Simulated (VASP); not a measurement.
# K2SnSe2 (I4/mmm) in VASP: reference runs

Reference runs on K2SnSe2: the cell as given.

All numbers are computed with VASP 6.6.1; they aren't measurements. Logs are shortened: lines on timing, memory, paths and dates and some standing lists are left out, and cuts for length are marked.

## 1. The structure

The structure is tetragonal, space group I4/mmm (No. 139). Conventional cell: a = 4.427 Å, b = 4.427 Å, c = 14.720 Å, α = 90.00°, β = 90.00°, γ = 90.00°. K (site symmetry 4mm) has 1 Sn at 2.40 Å as nearest neighbours. Around Sn (site symmetry 4/mmm) lie 2 K at 2.40 Å. Se (site symmetry 4mm) has 5 K at 2.82 to 3.14 Å as nearest neighbours.

The cell was built by a generator and needn't be a form met in nature.

## 2. Single point, PBE

The input, INCAR:

```
SYSTEM = K2SnSe2
ALGO = Normal ; EDIFF = 1E-7
ENCUT = 520 ; GGA = PE
ISIF = 2 ; ISMEAR = -1
LASPH = .TRUE. ; LCHARG = .FALSE.
LREAL = .FALSE. ; LWAVE = .FALSE.
NBANDS = 30 ; NELM = 60
PREC = Accurate ; SIGMA = 0.05
```

The input, KPOINTS:

```
k-points
0
G
  9 9 9
  0 0 0
```

The input, POSCAR:

```
K2SnSe2
1.0
   -2.2134499100      2.2134499100      7.3599650200
    2.2134499100     -2.2134499100      7.3599650200
    2.2134499100      2.2134499100     -7.3599650200
K Sn Se
2 1 2
Direct
    0.8366612800      0.8366612800      0.0000000000
    0.1633387200      0.1633387200      0.0000000000
    0.0000000000      0.0000000000      0.0000000000
    0.6451705700      0.6451705700      0.0000000000
    0.3548294300      0.3548294300      0.0000000000
```

Potentials or basis: VASP PAW PBE potentials, release 64 (K_sv, Sn_d, Se).

Run with:

```
cat potpaw_PBE.64/K_sv/POTCAR potpaw_PBE.64/Sn_d/POTCAR potpaw_PBE.64/Se/POTCAR > POTCAR
mpirun -np 1 vasp_std > vasp.out
```

OUTCAR:

```text
SYSTEM = K2SnSe2
   EDIFF = 1E-7
   ENCUT = 520
   GGA = PE
   ISIF = 2
   ISMEAR = -1
   LASPH = .TRUE.
   LREAL = .FALSE.
   NELM = 60
   PREC = Accurate

 ion  position               nearest neighbor table
   1  0.837  0.837  0.000-   3 2.40   4 2.82   5 3.14   5 3.14   5 3.14   5 3.14
   2  0.163  0.163  0.000-   3 2.40   5 2.82   4 3.14   4 3.14   4 3.14   4 3.14
   3  0.000  0.000  0.000-   1 2.40   2 2.40
   4  0.645  0.645  0.000-   1 2.82   2 3.14   2 3.14   2 3.14   2 3.14
   5  0.355  0.355  0.000-   2 2.82   1 3.14   1 3.14   1 3.14   1 3.14

  LATTYP: Found a body centered tetragonal cell.
 ALAT       =     4.4268998200
 C/A-ratio  =     3.3251102664

  Lattice vectors:

 A1 = (  -2.2134499100,   2.2134499100,   7.3599650200)
 A2 = (   2.2134499100,  -2.2134499100,   7.3599650200)
 A3 = (   2.2134499100,   2.2134499100,  -7.3599650200)

Analysis of symmetry for initial positions (statically):
=====================================================================
 Subroutine PRICEL returns:
 Original cell was already a primitive cell.

 Routine SETGRP: Setting up the symmetry group for a
 body centered tetragonal supercell.

 Subroutine GETGRP returns: Found 16 space group operations
 (whereof 16 operations were pure point group operations)
 out of a pool of 16 trial point group operations.

The static configuration has the point symmetry D_4h.

Analysis of symmetry for dynamics (positions and initial velocities):
=====================================================================
 Subroutine PRICEL returns:
 Original cell was already a primitive cell.

 Routine SETGRP: Setting up the symmetry group for a
 body centered tetragonal supercell.

 Subroutine GETGRP returns: Found 16 space group operations
 (whereof 16 operations were pure point group operations)
 out of a pool of 16 trial point group operations.

The dynamic configuration has the point symmetry D_4h.

 Subroutine INISYM returns: Found 16 space group operations
 (whereof 16 operations are pure point group operations),
 and found     1 'primitive' translations

----------------------------------------------------------------------------------------

                                     Primitive cell

  volume of cell :     144.2365

  direct lattice vectors                    reciprocal lattice vectors
    -2.213449910  2.213449910  7.359965020     0.000000000  0.225891717  0.067935105
     2.213449910 -2.213449910  7.359965020     0.225891717  0.000000000  0.067935105
     2.213449910  2.213449910 -7.359965020     0.225891717  0.225891717  0.000000000

  length of vectors
     7.997987628  7.997987628  7.997987628     0.235886087  0.235886087  0.319459129

  position of ions in fractional coordinates (direct lattice)
     0.836661280  0.836661280  0.000000000
     0.163338720  0.163338720  0.000000000
     0.000000000  0.000000000  0.000000000
     0.645170570  0.645170570  0.000000000
     0.354829430  0.354829430  0.000000000

  ion indices of the primitive-cell ions
   primitive index   ion index
                 1           1
                 2           2
                 3           3
                 4           4
                 5           5

----------------------------------------------------------------------------------------

 KPOINTS: k-points

Automatic generation of k-mesh.
 Grid dimensions read from file:
 generate k-points for:    9    9    9

 Generating k-lattice:

  Cartesian coordinates                     Fractional coordinates (reciprocal lattice)
     0.000000000  0.025099080  0.007548345     0.111111111  0.000000000 -0.000000000
     0.025099080  0.000000000  0.007548345     0.000000000  0.111111111 -0.000000000
     0.025099080  0.025099080  0.000000000     0.000000000  0.000000000  0.111111111

  Length of vectors
     0.026209565  0.026209565  0.035495459

  Shift w.r.t. Gamma in fractional coordinates (k-lattice)
     0.000000000  0.000000000  0.000000000

 Subroutine IBZKPT returns following result:
 ===========================================

 Found     75 irreducible k-points:

 Following reciprocal coordinates:
            Coordinates               Weight
  0.000000  0.000000  0.000000      1.000000
  0.111111 -0.000000  0.000000      8.000000
  0.222222  0.000000  0.000000      8.000000
  0.333333 -0.000000  0.000000      8.000000
  0.444444  0.000000  0.000000      8.000000
  0.111111  0.111111  0.000000      8.000000
[... 16 lines left out ...]
 -0.333333  0.333333  0.000000      4.000000
  0.444444  0.444444  0.000000      8.000000
 [... further k-points ...]
   k-points           NKPTS =     75   k-points in BZ     NKDIM =     75   number of bands    NBANDS=     30
   number of dos      NEDOS =    301   number of ions     NIONS =      5
   total plane-waves  NPLWV = 216000
   dimension x,y,z NGX =    60 NGY =   60 NGZ =   60
   dimension x,y,z NGXF=   120 NGYF=  120 NGZF=  120
   ions per type =               2   1   2
   NGX,Y,Z   is equivalent  to a cutoff of  12.47, 12.47, 12.47 a.u.
   NGXF,Y,Z  is equivalent  to a cutoff of  24.94, 24.94, 24.94 a.u.
 SYSTEM =  K2SnSe2
   PREC   = accura    normal or accurate (medium, high low for compatibility)
   ISTART =      0    job   : 0-new  1-cont  2-samecut
   ICHARG =      2    charge: 1-file 2-atom 10-const
   ISPIN  =      1    spin polarized calculation?
   LNONCOLLINEAR =      F non collinear calculations
   LSORBIT =      F    spin-orbit coupling
   LASPH  =      T    aspherical Exc in radial PAW
   ENCUT  =  520.0 eV  38.22 Ry    6.18 a.u.  14.87 14.87 14.87*2*pi/ulx,y,z
   NELM   =     60;   NELMIN=  2; NELMDL= -5     # of ELM steps
   EDIFF  = 0.1E-06   stopping-criterion for ELM
   LREAL  =      F    real-space projection
   EDIFFG = 0.1E-05   stopping-criterion for IOM
   NSW    =      0    number of steps for IOM
   IBRION =     -1    ionic relax: 0-MD 1-quasi-New 2-CG
   NFREE  =      0    steps in history (QN), initial steepest desc. (CG)
   ISIF   =      2    stress and relaxation
   ISYM   =      2    0-nonsym 1-usesym 2-fastsym
   POTIM  = 0.5000    time-step for ionic-motion
   TEBEG  =    0.0;   TEEND  =   0.0 temperature during run
   PSTRESS=    0.0 pullay stress
   NELECT =      44.0000    total number of electrons
   NUPDOWN=      -1.0000    fix difference up-down
   EMIN   =  10.00;   EMAX   =-10.00  energy-range for DOS
   EFERMI =   0.00;   METHOD = LEGACY
   ISMEAR =    -1;   SIGMA  =   0.05  broadening in eV -4-tet -1-fermi 0-gaus
   EFERMI_NEDOS =   21; number of points for ismear=-14 and -15
   IALGO  =     38    algorithm
   IMIX   =      4    mixing-type and parameters
     AMIX     =   0.40;   BMIX     =  1.00
     AMIX_MAG =   1.60;   BMIX_MAG =  1.00
  volume/ion in A,a.u.               =      28.85       194.67
  Fermi-wavevector in a.u.,A,eV,Ry     =   1.102048  2.082570 16.524422  1.214511
  Thomas-Fermi vector in A             =   2.238485
   LORBIT       =      0    0 simple, 1 ext, 2 COOP (PROOUT), +10 PAW based schemes
   GGA     = PE    functional components
[... 5 lines left out ...]
 non-spin polarized calculation
  energy-cutoff  :      520.00
  volume of cell :      144.24
 maximum number of plane-waves:      3906
   NGX = 29   NGY = 29   NGZ = 29

 number of electron      43.9999996 magnetization

 Free energy of the ion-electron system (eV)
  ---------------------------------------------------
  ext. energy  EPLUGINS =         0.00000000
  ---------------------------------------------------
  free energy    TOTEN  =       -10.74020893 eV

  energy without entropy =      -10.73984237  energy(sigma->0) =      -10.74002565

 E-fermi :   2.1863     XC(G=0):  -8.7813

 val. band max:        1.9621653643   @ k =  -0.4444  -0.4444   0.4444
 cond. band min:       2.3844509869   @ k =   0.4444   0.4444   0.0000
 fundamental gap:      0.4222856226
 Fermi energy:         2.1862626094

 k-point     1 :       0.0000    0.0000    0.0000
  band No.  band energies     occupation
      1     -27.7920      2.00000
      2     -27.7216      2.00000
      3     -20.9582      2.00000
      4     -20.7700      2.00000
      5     -20.7700      2.00000
      6     -20.5013      2.00000
[... 22 lines left out ...]
     29       7.7917      0.00000
     30       7.7917      0.00000

 k-point     2 :       0.1111   -0.0000    0.0000
  band No.  band energies     occupation
      1     -27.7904      2.00000
      2     -27.7222      2.00000
      3     -20.9579      2.00000
      4     -20.7703      2.00000
      5     -20.7700      2.00000
      6     -20.5007      2.00000
[... 22 lines left out ...]
     29       7.7787      0.00000
     30       7.8727      0.00000

 k-point     3 :       0.2222    0.0000    0.0000
  band No.  band energies     occupation
      1     -27.7862      2.00000
      2     -27.7241      2.00000
      3     -20.9572      2.00000
      4     -20.7709      2.00000
      5     -20.7700      2.00000
      6     -20.4992      2.00000
[... 22 lines left out ...]
     29       8.0914      0.00000
     30       8.1623      0.00000

 k-point     4 :       0.3333   -0.0000    0.0000
  band No.  band energies     occupation
      1     -27.7810      2.00000
      2     -27.7266      2.00000
      3     -20.9564      2.00000
      4     -20.7716      2.00000
      5     -20.7699      2.00000
      6     -20.4976      2.00000
[... 616 lines left out ...]
     29       9.0992      0.00000
     30       9.7747      0.00000

 k-point    23 :      -0.3333    0.3333    0.0000
  band No.  band energies     occupation
      1     -27.7777      2.00000
      2     -27.7242      2.00000
      3     -20.9553      2.00000
      4     -20.7714      2.00000
      5     -20.7714      2.00000
      6     -20.4938      2.00000
[... 22 lines left out ...]
     29       8.8376      0.00000
     30       9.2974      0.00000

 k-point    24 :       0.4444    0.4444    0.0000
  band No.  band energies     occupation
      1     -27.7730      2.00000
      2     -27.7257      2.00000
      3     -20.9544      2.00000
      4     -20.7718      2.00000
      5     -20.7718      2.00000
      6     -20.4916      2.00000
[... 22 lines left out ...]
     29       8.9396      0.00000
     30       9.1838      0.00000

 [... further k-points ...]

------------------------ aborting loop because EDIFF is reached ----------------------------------------

  FORCE on cell =-STRESS in cart. coord.  units (eV):
  Direction    XX          YY          ZZ          XY          YZ          ZX
  --------------------------------------------------------------------------------------
  -------------------------------------------------------------------------------------
  Total       -1.8390481     -1.8390481     27.4040395      0.0000000      0.0000000     -0.0000000
  in kB      -20.4281265    -20.4281265    304.4037713      0.0000000      0.0000000     -0.0000000
  external PRESSURE =      87.8491727 kB  Pullay stress =       0.0000000 kB

 VOLUME and BASIS-vectors are now :
 -----------------------------------------------------------------------------
  energy-cutoff  :      520.00
  volume of cell :      144.24
      direct lattice vectors                 reciprocal lattice vectors
    -2.213449910  2.213449910  7.359965020     0.000000000  0.225891717  0.067935105
     2.213449910 -2.213449910  7.359965020     0.225891717  0.000000000  0.067935105
     2.213449910  2.213449910 -7.359965020     0.225891717  0.225891717  0.000000000

 POSITION                                       TOTAL-FORCE (eV/Angst)
 -----------------------------------------------------------------------------------
      0.00000      0.00000     12.31560        -0.000000     -0.000000     -4.442802
      0.00000      0.00000      2.40433        -0.000000     -0.000000      4.442802
      0.00000      0.00000      0.00000         0.000000      0.000000      0.000000
      0.00000      0.00000      9.49687         0.000000      0.000000     -1.998966
      0.00000      0.00000      5.22306         0.000000      0.000000      1.998966
 -----------------------------------------------------------------------------------
    total drift:                                0.000000     -0.000000     -0.000000

  FREE ENERGIE OF THE ION-ELECTRON SYSTEM (eV)
  ---------------------------------------------------
  free  energy   TOTEN  =       -10.7402089279 eV

  energy  without entropy=      -10.7398423686  energy(sigma->0) =      -10.74002565
```

Run time: 18 min. Hardware: 1 thread of Intel Xeon Platinum 8259CL at 2.50GHz (Skylake/Cascade Lake), shared host; peak memory 0.7 GiB.

What came out:

| Property | Result |
| --- | --- |
| Free energy | -10.7402 eV |
| Pressure | 8.8 GPa |
| Largest force | 4.443 eV/Å |
| Band gap on the k mesh | 0.42 eV, indirect (least direct gap 0.72 eV) |

Forces on the atoms (eV/Å):
```
K    0.000  0.000 -4.443
K    0.000  0.000  4.443
Sn   0.000  0.000  0.000
Se   0.000  0.000 -1.999
Se   0.000  0.000  1.999
```

Caveat: spin-orbit coupling is left out, which moves the levels of the heavy elements; an odd mesh through Γ misses points on the zone boundary, where band edges often lie; forces of over 1 eV/Å show positions far from the minimum, so gaps and moduli don't describe the material at rest.
